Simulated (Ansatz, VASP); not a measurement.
## Pt (Pt slab, plane (2, 1, 0)): VASP beside Ansatz

One calculation is typed for both programs; each brings its own data sets. How far apart do they land? Of the first pair: The structure shown is the start of the Ansatz relaxation below; VASP solves that cell, so the two are compared at the walk's first step.

Program: Ansatz 0.2.0. Level of theory: plane waves, with VASP 6.6.1 beside it; single point at PBE. Results are calculated unless marked as measured.

**1. The starting structure**

The cell holds 22 atoms: 22 Pt. Its edges and angles: a = 4.803 Å, b = 3.922 Å, c = 29.416 Å, α = 90.0°, β = 90.0°, γ = 65.9°. Vacuum lies along c.

**2. Ansatz: relaxation, PBE**

Ansatz runs on its PAW soft_1 files.

The two programs are compared at the cell with which this relaxation starts, whose forces are those of its first step.

Contents of input.yaml:

```yaml
crystal:
  lattice:
    - [4.8032044366, 0.0, 0.0]
    - [1.6010681455, 3.58009721, 0.0]
    - [0.0, 0.0, 29.4157639274]
  atoms:
    - { symbol: Pt, position: [0.4, 0.3, 0.1699768876] }
    - { symbol: Pt, position: [0.0, 0.0, 0.1997888327] }
    - { symbol: Pt, position: [0.6, 0.7, 0.2296007779] }
    - { symbol: Pt, position: [0.2, 0.4, 0.259412723] }
    - { symbol: Pt, position: [0.8, 0.1, 0.2892246681] }
    - { symbol: Pt, position: [0.4, 0.8, 0.3190366132] }
    - { symbol: Pt, position: [0.0, 0.5, 0.3488485583] }
    - { symbol: Pt, position: [0.6, 0.2, 0.3786605034] }
    - { symbol: Pt, position: [0.2, 0.9, 0.4084724485] }
    - { symbol: Pt, position: [0.8, 0.6, 0.4382843936] }
    - { symbol: Pt, position: [0.4, 0.3, 0.4680963387] }
    - { symbol: Pt, position: [0.0, 0.0, 0.4979082838] }
    - { symbol: Pt, position: [0.6, 0.7, 0.5277202289] }
    - { symbol: Pt, position: [0.2, 0.4, 0.557532174] }
    - { symbol: Pt, position: [0.8, 0.1, 0.5873441191] }
    - { symbol: Pt, position: [0.4, 0.8, 0.6171560642] }
    - { symbol: Pt, position: [0.0, 0.5, 0.6469680093] }
    - { symbol: Pt, position: [0.6, 0.2, 0.6767799544] }
    - { symbol: Pt, position: [0.2, 0.9, 0.7065918995] }
    - { symbol: Pt, position: [0.8, 0.6, 0.7364038446] }
    - { symbol: Pt, position: [0.4, 0.3, 0.7662157897] }
    - { symbol: Pt, position: [0.0, 0.0, 0.7960277348] }
kpoints:
  mp_grid: { grid: [7, 7, 1] }
hamiltonian:
  xc: pbe
  pseudopotentials: { kind: paw, azcp: { folder: soft_1 } }
scf:
  occupations: { method: fermi_dirac, width: 0.1 }
relax:
  f_tol: 0.03
  max_steps: 80
  constraints: [{ sites: [0, 1, 2, 3] }]
```

Command:

```
ansatz run input.yaml --threads 4 --pin off --max-ram 15360MiB --backend cpu --events-out ev --progress --plain --runs-dir out
```

Numbers of over 12 decimals in the logs are rounded to 6 here.

What it wrote:

```text
Warning: crystal.symmetry: narrowed to the stabiliser of the relax constraints — unitary ops 4 → 2; lowered at sites 0, 1, 2, 3, 18, 19, 20, 21 (the operations that carried what is held of a site onto what its image site leaves free; the constrained walk keeps no symmetry that its constraints do not admit)
Engine: ansatz 0.2.0, aarch64-unknown-linux-gnu
Pseudopotentials: kind: paw
Pseudopotential: Pt, paw, valence charge 18, recommended cutoff 420 eV (normal), soft_1/Pt.paw.azcp
Functional definition: PBE
  parameter kappa = 0.804
  parameter beta = 0.066725
  exchange = pbe_x(kappa = kappa, mu = beta*pi^2/3)
  correlation = pbe_c(beta = beta)
Crystal: 22 atoms, lattice volume = 505.832 Å³
Basis set: ecut = 420 eV, 9823 PW (Γ), exchange–correlation on 72×54×400 points (8 copies of the dense FFT grid, shifted against one another)
Bands: 238, of which v1, the nominal top of the filled ones, is band 198 counted from 1 (197 counted from 0)
Symmetry: 2 space group operations
k-points: 16 of 49 (time reversal used)
Non-local potential: Pt, projectors of the file, l = 0: 3, l = 1: 2, l = 2: 2, l = 3: 1
PAW form: soft (Blöchl's): semilocal exchange-correlation on the pseudo side does not see the compensation charge
PAW one-centre angular grid: Pt, 590 points (default); XC on 64 Gauss nodes
Initial density: superposition of atomic densities (neutral atoms: chi_scale 0, normalization atom)
Initial wavefunctions: pseudopotential atomic-orbital guess
Functional: x = pbe(κ = 0.804, μ = 0.219515), c = pbe(β = 0.066725)
SCF iter   1: F=—  HF=-275547.080053 eV  |F-HF|=—  |Δ(HF+E_count)|=         —  Δρ=7.23e-2  dr2=6.07e1  ethr=3.10e-3  ⟨swp⟩=6.1  Hψ=13861  notcnv=0  defer=113
preconditioner: auto → LDOS  [metal: Δε(μ)=0.011 eV  Ē_g=7.789 eV  σ=0.100 eV  W_gap=0.03  n_scr=142 (ndim 8)  ℏωp=24.5 eV  f_vac=0.307  D(μ)=35.47/eV (n_scr^D=382)  β→1.0]
SCF iter   2: F=—  HF=-275546.253766 eV  |F-HF|=—  |Δ(HF+E_count)|=   8.26e-1  Δρ=6.23e-2  dr2=2.02e1  ethr=3.10e-3  ⟨swp⟩=3.0  Hψ=9675  notcnv=0  defer=297
SCF iter   3: F=—  HF=-275539.884697 eV  |F-HF|=—  |Δ(HF+E_count)|=    6.37e0  Δρ=1.27e-2  dr2=2.38e0  ethr=3.10e-3  ⟨swp⟩=2.0  Hψ=7199  notcnv=0  defer=320
SCF iter   4: F=—  HF=-275539.607395 eV  |F-HF|=—  |Δ(HF+E_count)|=   2.77e-1  Δρ=2.31e-3  dr2=1.01e-1  ethr=6.01e-4  ⟨swp⟩=2.1  Hψ=6270  notcnv=0  defer=304
SCF iter   5: F=—  HF=-275539.600242 eV  |F-HF|=—  |Δ(HF+E_count)|=   7.15e-3  Δρ=9.77e-4  dr2=1.46e-2  ethr=2.54e-5  ⟨swp⟩=2.1  Hψ=5682  notcnv=0  defer=304
SCF iter   6: F=—  HF=-275539.599059 eV  |F-HF|=—  |Δ(HF+E_count)|=   1.18e-3  Δρ=4.27e-4  dr2=3.53e-3  ethr=3.68e-6  ⟨swp⟩=1.9  Hψ=5024  notcnv=0  defer=304
SCF iter   7: F=—  HF=-275539.598854 eV  |F-HF|=—  |Δ(HF+E_count)|=   2.05e-4  Δρ=2.13e-4  dr2=7.05e-4  ethr=8.92e-7  ⟨swp⟩=1.4  Hψ=3852  notcnv=0  defer=304
SCF iter   8: F=—  HF=-275539.598843 eV  |F-HF|=—  |Δ(HF+E_count)|=   1.18e-5  Δρ=8.28e-5  dr2=5.66e-5  ethr=1.78e-7  ⟨swp⟩=2.1  Hψ=5210  notcnv=0  defer=304
SCF iter   9: F=-275539.598824 eV  HF=-275539.598836 eV  |F-HF|=1.22e-5  |Δ(HF+E_count)|=   6.49e-6  Δρ=2.88e-5  dr2=1.32e-5  ethr=5.68e-9  ⟨swp⟩=5.0  Hψ=13587  notcnv=0
SCF 1 converged in 9 iterations: F = -275539.598824 eV  dr2 = 1.32e-5
  greatest PAW one-centre occupation: 1.000 electrons in one spin orbital (limit 2), on the Pt atom at site 6 (counted from 0), in its partial waves of l = 0
relax step   1: F+E_penalty+E_count = -275539.59882385 eV  Δ(F+E_penalty+E_count) = +0.000e0 eV  max|allowed force component| = 1.145e0 eV/Å  Δτ_max = 0.0000 Å  (9 SCF iters, dr2 threshold 2.25e-5 eV, accepted)
[...]
relax step   4: F+E_penalty+E_count = -275539.97926752 eV  Δ(F+E_penalty+E_count) = -4.193e-2 eV  max|allowed force component| = 4.685e-2 eV/Å  Δτ_max = 0.1840 Å  (8 SCF iters, dr2 threshold 2.13e-5 eV, accepted)
[...]
relax step   5: F+E_penalty+E_count = -275539.97932667 eV  Δ(F+E_penalty+E_count) = -5.915e-5 eV  max|allowed force component| = 6.620e-2 eV/Å  Δτ_max = 0.0436 Å  (9 SCF iters, accepted)
[...]
relax step   6: F+E_penalty+E_count = -275539.98064515 eV  Δ(F+E_penalty+E_count) = -1.318e-3 eV  max|allowed force component| = 7.979e-3 eV/Å  Δτ_max = 0.0217 Å  (8 SCF iters, accepted)
SCF converged after 8 iterations
Free energy (F): -275539.980645 eV
Harris-Foulkes:  -275539.980645 eV  (|F-HF|=1.18e-8)
Internal energy: -275538.730329 eV  (E = F + TS)
E sigma→0 (E₀):  -275539.355487 eV
Entropy (-TS):   -1.250316 eV (-56.833 meV/atom)
Fermi energy:    13.447660 eV
--- Per-component energies (eV) ---
  E_band       = -6659.688139
  E_kinetic    = 13115.951945
  E_local      = -461229.895570  (includes V_loc(G=0)·N_el)
  E_nonlocal   = 4484.262475
  E_hartree    = 224954.644076
  E_xc         = -5100.842299
  E_vxc        = -5955.961098  (∫ρ·V_xc dr)
  E_paw        = -208643.455354  (= ΣΔE_a)
  E_vpaw       = -6983.330426  (= ΣTr[D̂ρ^β])
  E_aug_tail   = 0.024753  (compensation charges beyond the density's cutoff)
  E_ewald      = 156880.579645
  E_smearing   = -1.250316  (= −TS)
  E_closure    = 0.000000  (closes the sum)
  Σ components = -275539.980645   (vs F -275539.980645, Δ=0.00e0)
--- Forces (eV/Å), atoms counted from 1 ---
  atom   1  Pt    -0.11734000     0.05247604     0.99495163
  atom   2  Pt     0.07301089    -0.03265146    -0.59076067
  atom   3  Pt     0.18058492    -0.08076003    -0.77360717
  atom   4  Pt    -0.12696910     0.05678231     0.37430704
  atom   5  Pt    -0.00111437     0.00049836     0.00023077
  atom   6  Pt    -0.00075650     0.00033832    -0.00059024
  atom   7  Pt     0.00075013    -0.00033547    -0.00031436
  atom   8  Pt     0.00098803    -0.00044186    -0.00098349
  atom   9  Pt     0.00064237    -0.00028727     0.00038449
  atom  10  Pt    -0.00128379     0.00057413    -0.00057111
  atom  11  Pt    -0.00242095     0.00108268     0.00122599
  atom  12  Pt    -0.00137203     0.00061359    -0.00009659
  atom  13  Pt    -0.00050081     0.00022397    -0.00393959
  atom  14  Pt    -0.00039543     0.00017684     0.00325554
  atom  15  Pt    -0.00029636     0.00013254    -0.00512448
  atom  16  Pt     0.00250772    -0.00112149    -0.00230742
  atom  17  Pt    -0.00326216     0.00145888    -0.00181758
  atom  18  Pt    -0.00797899     0.00356831     0.00781272
  atom  19  Pt     0.00225416    -0.00100809     0.00308661
  atom  20  Pt    -0.00061107     0.00027328    -0.00234617
  atom  21  Pt     0.00260732    -0.00116603    -0.00693590
  atom  22  Pt     0.00099173    -0.00044351     0.00414626
  max |Σ_I F_I| component: 3.57e-5 eV/Å
--- Relaxed structure (6 steps of the walk, 6 accepted, 0 SCFs on fresh bases) ---
  F+E_penalty+E_count = -275539.98064515 eV   max|allowed force component| = 7.979e-3 eV/Å
  atoms:
    - { symbol: Pt, position: [0.4, 0.3, 0.169977] }
    - { symbol: Pt, position: [0.0, 0.0, 0.199789] }
    - { symbol: Pt, position: [0.600000, 0.700000, 0.229601] }
    - { symbol: Pt, position: [0.200000, 0.400000, 0.259413] }
    - { symbol: Pt, position: [0.793185, 0.103407, 0.291282] }
    - { symbol: Pt, position: [0.393091, 0.803454, 0.321940] }
    - { symbol: Pt, position: [-0.00410407, 0.502052, 0.351750] }
    - { symbol: Pt, position: [0.595959, 0.202021, 0.383196] }
    - { symbol: Pt, position: [0.196710, 0.901645, 0.413849] }
    - { symbol: Pt, position: [0.799741, 0.600129, 0.444284] }
    - { symbol: Pt, position: [0.401916, 0.299042, 0.475194] }
    - { symbol: Pt, position: [0.00206359, -0.0010318, 0.505804] }
    - { symbol: Pt, position: [0.604284, 0.697858, 0.536916] }
    - { symbol: Pt, position: [0.206882, 0.396559, 0.567009] }
    - { symbol: Pt, position: [0.807491, 0.096254, 0.597985] }
    - { symbol: Pt, position: [0.406676, 0.796662, 0.629076] }
    - { symbol: Pt, position: [0.00761709, 0.496191, 0.659257] }
    - { symbol: Pt, position: [0.613868, 0.193066, 0.690574] }
    - { symbol: Pt, position: [0.209631, 0.895184, 0.719267] }
    - { symbol: Pt, position: [0.790965, 0.604517, 0.754137] }
    - { symbol: Pt, position: [0.401097, 0.299452, 0.784215] }
    - { symbol: Pt, position: [0.010646, -0.00532321, 0.806357] }
```

(Continued in part 2 of 3.)

[Lines on the potential files, build, host, timing and source positions are cut from VASP's logs without a mark.]

[Logs are printed without paths, hosts, clocks, repeated set-up lines and the standing remarks that a program may print on its own settings, such as how far it seeks lower states.]

[Hosts, paths, dates, database ids (printed as entryN), source tags and the programs' standing remarks are cut or masked in the printed files.]
